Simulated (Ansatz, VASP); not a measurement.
# TiTe2 in two plane-wave programs, part 2 of 3

Wanted: the spread between two codes on one cell, functional and k mesh. The structure shown comes from an earlier Ansatz run, which isn't shown and may have moved the atoms alone.

VASP 6.6.1 and Ansatz 0.2.0.

So far: Starting point; Ansatz: elastic constants, LDA, pair 1.

### Step 3. VASP: elastic constants, LDA, pair 1

Level of this step: LDA, no spin polarisation; plane waves and PAW (Ti_sv, Te) (VASP).

The same cell, functional (in two slightly different forms), mesh and smearing now go to VASP, with its own data sets.

Lines of VASP's logs that name or quote its potential files are left out, and so is its time.

INCAR reads:

```
SYSTEM = TiTe2
PREC = Accurate
ENCUT = 500
EDIFF = 1E-08
NELM = 120
ISMEAR = 1
SIGMA = 0.25
LREAL = .FALSE.
ALGO = Normal
GGA = CA
NBANDS = 18
LASPH = .TRUE.
LORBIT = 11
LWAVE = .FALSE.
LCHARG = .FALSE.
ISIF = 3
IBRION = 6
NFREE = 2
POTIM = 0.015
NSW = 1
GGA_COMPAT = .FALSE.
KPAR = 2
```

POSCAR reads:

```
TiTe2
1.0
    3.6793330262      0.0000000000      0.0000000000
   -1.8396665131      3.1863958697      0.0000000000
    0.0000000000      0.0000000000      6.3486480674
Ti Te
1 2
Direct
    0.0000000000      0.0000000000      0.0000000000
    0.6666666667      0.3333333333      0.2671990966
    0.3333333333      0.6666666667      0.7328009034
```

KPOINTS reads:

```
Automatic mesh
0
Gamma
4 4 4
0 0 0
```

The projector-augmented-wave data sets are Ti_sv and Te (LDA family, release 64).

The run is started by

```console
mpirun -np 2 vasp_std
```

Numbers of over 12 decimals in the logs are rounded to 6 here.

What it wrote:

```text
[banner, memory and clock lines left out]
running    2 mpi-ranks, on    1 nodes
 distrk:  each k-point on    1 cores,    2 groups
 distr:  one band on    1 cores,    1 groups

 POSCAR found type information on POSCAR TiTe
 POSCAR found :  2 types and       3 ions
 LDA part: xc-table for (Slater(with rela. corr.)+CA(PZ))
 , standard interpolation
 POSCAR, INCAR and KPOINTS ok, starting setup
 FFT: planning ... GRIDC
 FFT: planning ... GRID_SOFT
 FFT: planning ... GRID
 WAVECAR not read
 entering main loop
       N       E                     dE             d eps       ncg     rms          rms(c)
DAV:   1     0.179372477933E+03    0.17937E+03   -0.10808E+04   468   0.123E+03
DAV:   2    -0.341981483159E+01   -0.18279E+03   -0.17887E+03   494   0.309E+02
DAV:   3    -0.197264368699E+02   -0.16307E+02   -0.16011E+02   804   0.850E+01
DAV:   4    -0.201582319770E+02   -0.43180E+00   -0.43018E+00   568   0.129E+01
DAV:   5    -0.201782495865E+02   -0.20018E-01   -0.20006E-01   750   0.264E+00    0.123E+01
DAV:   6    -0.199877310687E+02    0.19052E+00   -0.27574E+01   550   0.370E+01    0.121E+01
DAV:   7    -0.185103052408E+02    0.14774E+01   -0.21059E+01   602   0.292E+01    0.505E+00
DAV:   8    -0.182843307537E+02    0.22597E+00   -0.11533E+00   562   0.822E+00    0.144E+00
DAV:   9    -0.182881229009E+02   -0.37921E-02   -0.12277E-01   620   0.216E+00    0.101E+00
DAV:  10    -0.182831868245E+02    0.49361E-02   -0.99317E-02   584   0.249E+00    0.580E-01
DAV:  11    -0.182814653357E+02    0.17215E-02   -0.12418E-02   576   0.837E-01    0.255E-01
DAV:  12    -0.182814947373E+02   -0.29402E-04   -0.64345E-04   570   0.184E-01    0.151E-01
DAV:  13    -0.182814588545E+02    0.35883E-04   -0.16482E-04   578   0.104E-01    0.113E-02
DAV:  14    -0.182814596756E+02   -0.82110E-06   -0.54571E-06   534   0.219E-02    0.189E-02
DAV:  15    -0.182814587063E+02    0.96935E-06   -0.21379E-06   632   0.105E-02    0.102E-02
DAV:  16    -0.182814584508E+02    0.25554E-06   -0.14613E-06   610   0.812E-03    0.124E-03
DAV:  17    -0.182814584523E+02   -0.15843E-08   -0.34032E-08   504   0.148E-03
   1 F= -.18281458E+02 E0= -.18283723E+02  d E =0.679507E-02
[... from here on, the cycles between the ionic steps are left out ...]
   2 F= -.18274798E+02 E0= -.18276875E+02  d E =0.623154E-02
   3 F= -.18273080E+02 E0= -.18275534E+02  d E =0.736355E-02
  14 F= -.18280698E+02 E0= -.18282936E+02  d E =0.671382E-02
  15 F= -.18280698E+02 E0= -.18282936E+02  d E =0.671394E-02
  16 F= -.18280196E+02 E0= -.18282463E+02  d E =0.680113E-02
  17 F= -.18280196E+02 E0= -.18282463E+02  d E =0.680124E-02
  18 F= -.18280979E+02 E0= -.18283237E+02  d E =0.677397E-02
  19 F= -.18280979E+02 E0= -.18283237E+02  d E =0.677425E-02
  20 F= -.18280999E+02 E0= -.18283508E+02  d E =0.752576E-02
 Finite differences progress:
  Degree of freedom:  10/ 10
  Displacement:        1/  2
  Total:              19/ 20
 bond charge predicted
       N       E                     dE             d eps       ncg     rms          rms(c)
DAV:   1    -0.182789556251E+02    0.20435E-02   -0.43180E-01   468   0.282E+00    0.263E-01
DAV:   2    -0.182804343041E+02   -0.14787E-02   -0.21145E-02   544   0.887E-01    0.221E-01
DAV:   3    -0.182800552914E+02    0.37901E-03   -0.36742E-03   604   0.429E-01    0.949E-02
DAV:   4    -0.182800261142E+02    0.29177E-04   -0.22543E-04   548   0.997E-02    0.773E-02
DAV:   5    -0.182800182900E+02    0.78242E-05   -0.39526E-05   544   0.468E-02    0.123E-02
DAV:   6    -0.182800179791E+02    0.31089E-06   -0.47581E-06   580   0.139E-02    0.467E-03
DAV:   7    -0.182800179307E+02    0.48427E-07   -0.37682E-07   630   0.382E-03    0.373E-03
DAV:   8    -0.182800179212E+02    0.95242E-08   -0.96250E-08   546   0.195E-03
  21 F= -.18280018E+02 E0= -.18282041E+02  d E =0.606906E-02
 Finite differences progress:
  Degree of freedom:  10/ 10
  Displacement:        2/  2
  Total:              20/ 20
```

OUTCAR, selected parts (step 3):

```text
ion  position               nearest neighbor table
   1  0.000  0.000  0.000-   2 2.72   3 2.72   2 2.72   3 2.72   2 2.72   3 2.72
   2  0.667  0.333  0.267-   1 2.72   1 2.72   1 2.72   3 3.64   3 3.64   3 3.64
   3  0.333  0.667  0.733-   1 2.72   1 2.72   1 2.72   2 3.64   2 3.64   2 3.64

  LATTYP: Found a hexagonal cell.
 ALAT       =     3.6793330262
 C/A-ratio  =     1.7254888378

 Subroutine GETGRP returns: Found 12 space group operations
 (whereof 12 operations were pure point group operations)

The static configuration has the point symmetry D_3d.

 Found     13 irreducible k-points:

   k-points           NKPTS =     13   k-points in BZ     NKDIM =     13   number of bands    NBANDS=     18

   dimension x,y,z NGX =    28 NGY =   28 NGZ =   48
   dimension x,y,z NGXF=    56 NGYF=   56 NGZF=   96

   ENCUT  =  500.0 eV  36.75 Ry    6.06 a.u.   6.71  6.71 11.58*2*pi/ulx,y,z

   NELECT =      24.0000    total number of electrons

 k-points in reciprocal lattice and weights: Automatic mesh
   0.00000000  0.00000000  0.00000000       0.016
   0.25000000 -0.00000000  0.00000000       0.094
   0.50000000 -0.00000000  0.00000000       0.047
   0.25000000  0.25000000  0.00000000       0.094
   0.00000000  0.00000000  0.25000000       0.031
   0.25000000 -0.00000000  0.25000000       0.094
   0.00000000  0.25000000  0.25000000       0.094
   0.50000000 -0.00000000  0.25000000       0.094
   0.25000000  0.25000000  0.25000000       0.188
   0.00000000  0.00000000  0.50000000       0.016
   0.25000000 -0.00000000  0.50000000       0.094
   0.50000000 -0.00000000  0.50000000       0.047
   0.25000000  0.25000000  0.50000000       0.094

 average (electrostatic) potential at core
       1 -73.6591       2 -87.3471       3 -87.3403

 E-fermi :   7.5353

 k-point     1 :       0.0000    0.0000    0.0000
  band No.  band energies     occupation
    ...
      5      -5.2567      2.00000
      6      -3.5325      2.00000
      7       1.9539      2.00000
      8       5.8840      2.00000
      9       5.8840      2.00000
     10       7.8147     -0.06686
     11       7.9835     -0.02940
     12       7.9835     -0.02940
     13       8.3495     -0.00004
     14       8.9060     -0.00000
    ...

 k-point     2 :       0.2500   -0.0000    0.0000
  band No.  band energies     occupation
    ...
      8       4.3546      2.00000
      9       5.1427      2.00000
     10       5.9312      2.00000
     11       6.9369      2.00368
     12       7.0152      2.01223
     13       7.7305      0.03002
     14       8.8295     -0.00000
     15       8.9421     -0.00000
     16      10.8165     -0.00000
     17      11.0375     -0.00000
    ...

 k-point     3 :       0.5000   -0.0000    0.0000
  band No.  band energies     occupation
    ...
      9       4.6901      2.00000
     10       5.0257      2.00000
     11       5.7834      2.00000
     12       6.4456      2.00000
     13       7.5490      0.90697
     14       8.8528     -0.00000
     15       9.1995     -0.00000
     16      10.1194     -0.00000
     17      11.2729     -0.00000
     18      13.0711      0.00000

  Total        0.1256955      0.1256955      0.2534758      0.0000000      0.0000000      0.0000000
  in kB        2.7057033      2.7057033      5.4562841      0.0000000      0.0000000      0.0000000
  external PRESSURE =       3.6225636 kB  Pullay stress =       0.0000000 kB

  energy-cutoff  :      500.00
  volume of cell :       74.43
      direct lattice vectors                 reciprocal lattice vectors
     3.679333026  0.000000000  0.000000000     0.271788390  0.156917100  0.000000000
    -1.839666513  3.186395870  0.000000000     0.000000000  0.313834200  0.000000000
     0.000000000  0.000000000  6.348648067     0.000000000  0.000000000  0.157513850

 POSITION                                       TOTAL-FORCE (eV/Angst)
 -----------------------------------------------------------------------------------
      0.00000      0.00000      0.00000        -0.000000      0.000000     -0.084744
      1.83967      1.06213      1.68135         0.000000      0.000000      0.159598
     -0.00000      2.12426      4.65230        -0.000000     -0.000000     -0.074854
 -----------------------------------------------------------------------------------
    total drift:                                0.000000      0.000000     -0.000122

  FREE ENERGIE OF THE ION-ELECTRON SYSTEM (eV)
  ---------------------------------------------------
  free  energy   TOTEN  =       -18.2800179212 eV

  energy  without entropy=      -18.2860869831  energy(sigma->0) =      -18.28204094

  SYMMETRIZED ELASTIC MODULI (kBar)
 Direction    XX          YY          ZZ          XY          YZ          ZX
 --------------------------------------------------------------------------------
 XX        1434.8052    322.8985    457.2582      0.0000    240.6695      0.0000
 YY         322.8985   1434.8052    457.2582      0.0000   -240.6695      0.0000
 ZZ         457.2582    457.2582   1423.2450      0.0000      0.0000      0.0000
 XY           0.0000     -0.0000      0.0000    555.9533     -0.0000    240.6695
 YZ         240.6695   -240.6695      0.0000      0.0000    640.3183      0.0000
 ZX           0.0000      0.0000      0.0000    240.6695      0.0000    640.3182
 --------------------------------------------------------------------------------

 Eigenvectors and eigenvalues of the dynamical matrix
 ----------------------------------------------------

   1 f  =    8.251067 THz    51.842980 2PiTHz  275.225957 cm-1    34.123654 meV
             X         Y         Z           dx          dy          dz
      0.000000  0.000000  0.000000    -0.000000    0.000000   -0.917642
      1.839667  1.062132  1.696353    -0.000000   -0.000000    0.281010
     -0.000000  2.124264  4.652295     0.000000   -0.000000    0.281010

   2 f  =    6.398181 THz    40.200959 2PiTHz  213.420358 cm-1    26.460740 meV
             X         Y         Z           dx          dy          dz
      0.000000  0.000000  0.000000     0.000001   -0.917792    0.000000
      1.839667  1.062132  1.696353    -0.000000    0.280764    0.000000
     -0.000000  2.124264  4.652295    -0.000000    0.280764    0.000000

   3 f  =    6.398181 THz    40.200959 2PiTHz  213.420358 cm-1    26.460740 meV
             X         Y         Z           dx          dy          dz
      0.000000  0.000000  0.000000     0.917792    0.000001    0.000000
      1.839667  1.062132  1.696353    -0.280764   -0.000000    0.000000
     -0.000000  2.124264  4.652295    -0.280764   -0.000000    0.000000

   4 f  =    4.645889 THz    29.190984 2PiTHz  154.970189 cm-1    19.213846 meV
             X         Y         Z           dx          dy          dz
      0.000000  0.000000  0.000000     0.000000    0.000000   -0.000000
      1.839667  1.062132  1.696353    -0.000000    0.000000    0.707107
     -0.000000  2.124264  4.652295    -0.000000   -0.000000   -0.707107

   5 f  =    3.140990 THz    19.735420 2PiTHz  104.772136 cm-1    12.990083 meV
             X         Y         Z           dx          dy          dz
      0.000000  0.000000  0.000000    -0.000000   -0.000000    0.000000
      1.839667  1.062132  1.696353     0.000008    0.707107   -0.000000
     -0.000000  2.124264  4.652295    -0.000008   -0.707107    0.000000

   6 f  =    3.140990 THz    19.735420 2PiTHz  104.772136 cm-1    12.990083 meV
             X         Y         Z           dx          dy          dz
      0.000000  0.000000  0.000000     0.000000   -0.000000   -0.000000
      1.839667  1.062132  1.696353    -0.707107    0.000008   -0.000000
     -0.000000  2.124264  4.652295     0.707107   -0.000008    0.000000

   7 f/i=    0.000509 THz     0.003197 2PiTHz    0.016971 cm-1     0.002104 meV
             X         Y         Z           dx          dy          dz
      0.000000  0.000000  0.000000     0.000000    0.000000    0.397408
      1.839667  1.062132  1.696353    -0.000000    0.000000    0.648871
     -0.000000  2.124264  4.652295    -0.000000   -0.000000    0.648871

   8 f/i=    0.002814 THz     0.017683 2PiTHz    0.093878 cm-1     0.011639 meV
             X         Y         Z           dx          dy          dz
      0.000000  0.000000  0.000000    -0.390470   -0.072043    0.000000
      1.839667  1.062132  1.696353    -0.638205   -0.117751   -0.000000
     -0.000000  2.124264  4.652295    -0.638205   -0.117751    0.000000

   9 f/i=    0.002814 THz     0.017683 2PiTHz    0.093878 cm-1     0.011639 meV
             X         Y         Z           dx          dy          dz
      0.000000  0.000000  0.000000     0.072043   -0.390470    0.000000
      1.839667  1.062132  1.696353     0.117751   -0.638205   -0.000000
     -0.000000  2.124264  4.652295     0.117751   -0.638205    0.000000

 ELASTIC MODULI CONTR FROM IONIC RELAXATION (kBar)
 Direction    XX          YY          ZZ          XY          YZ          ZX
 --------------------------------------------------------------------------------
 XX        -188.5538    -65.5736   -304.7374      0.0000   -165.7905      0.0000
 YY         -65.5736   -188.5538   -304.7374     -0.0000    165.7905     -0.0000
 ZZ        -304.7374   -304.7374   -730.8528     -0.0000     -0.0000     -0.0000
 XY           0.0000     -0.0000     -0.0000    -61.4901      0.0000   -165.7905
 YZ        -165.7905    165.7905     -0.0000      0.0000   -447.0070      0.0000
 ZX           0.0000     -0.0000     -0.0000   -165.7905      0.0000   -447.0070
 --------------------------------------------------------------------------------

 TOTAL ELASTIC MODULI (kBar)
 Direction    XX          YY          ZZ          XY          YZ          ZX
 --------------------------------------------------------------------------------
 XX        1246.2514    257.3249    152.5208      0.0000     74.8790      0.0000
 YY         257.3249   1246.2514    152.5208     -0.0000    -74.8790     -0.0000
 ZZ         152.5208    152.5208    692.3922     -0.0000     -0.0000     -0.0000
 XY           0.0000     -0.0000     -0.0000    494.4632      0.0000     74.8789
 YZ          74.8790    -74.8790     -0.0000      0.0000    193.3113      0.0000
 ZX           0.0000     -0.0000     -0.0000     74.8789      0.0000    193.3112
 --------------------------------------------------------------------------------

 total charge
# of ion       s       p       d       tot
------------------------------------------
    1        2.172   6.141   1.958  10.271
    2        1.387   2.022   0.047   3.456
    3        1.387   2.022   0.047   3.456
--------------------------------------------------
tot          4.945  10.186   2.052  17.183

[... 3 further parts left out ...]
```

CONTCAR:

```
TiTe2
   1.00000000000000
     3.6793330262000001    0.0000000000000000    0.0000000000000000
    -1.8396665131000001    3.1863958697000001    0.0000000000000000
     0.0000000000000000    0.0000000000000000    6.3486480674000001
  Ti              Te
     1     2
Direct
     0.0000000000000000    0.0000000000000000    0.0000000000000000
     0.6666666667000030    0.3333333332999971    0.2648363888485641
     0.3333333332999970    0.6666666667000030    0.7328009033999976
```

This run has no spin polarisation, so a moment on Ti, if there is one, isn't seen. The last energy, forces, stress and levels in OUTCAR belong to the last displaced cell, not to the cell of POSCAR. The k-mesh is coarse for a metal.

Levels, forces or a CONTCAR printed for this step are those of its last displaced cell, not of the structure at rest.

### Step 4. Differences

Known differences besides the potentials themselves: the two LDA forms differ slightly; the data sets hold 44 valence electrons in Ansatz (on its default PAW (the set named soft_2) files) and 24 in VASP; the cutoff is 420 eV in Ansatz and 500 eV in VASP; VASP's log shows a relativistic correction to its local exchange, Ansatz's none; VASP takes each elastic constant from one size of strain, Ansatz from those that its log lists. Total energies have different zeros and are not compared.

Compared:

```tsv
quantity	Ansatz	VASP	difference
C11 (GPa)	123.9	124.6	-0.55 %
C22 (GPa)	123.9	124.6	-0.55 %
C33 (GPa)	69.3	69.2	+0.04 %
C12 (GPa)	25.7	25.7	+0.04 %
C13 (GPa)	14.8	15.2	-2.99 %
C23 (GPa)	14.8	15.2	-2.99 %
C44 (GPa)	19.6	19.3	+1.62 %
C55 (GPa)	19.6	19.3	+1.62 %
C66 (GPa)	49.1	49.5	-0.71 %
```

(Continued in part 3 of 3.)

[Lines on the potential files, build, host, timing and source positions are cut from VASP's logs without a mark.]

[Logs are printed without paths, hosts, clocks, repeated set-up lines and the standing remarks that a program may print on its own settings, such as how far it seeks lower states.]

[Hosts, paths, dates, database ids (printed as entryN), source tags and the programs' standing remarks are cut or masked in the printed files.]
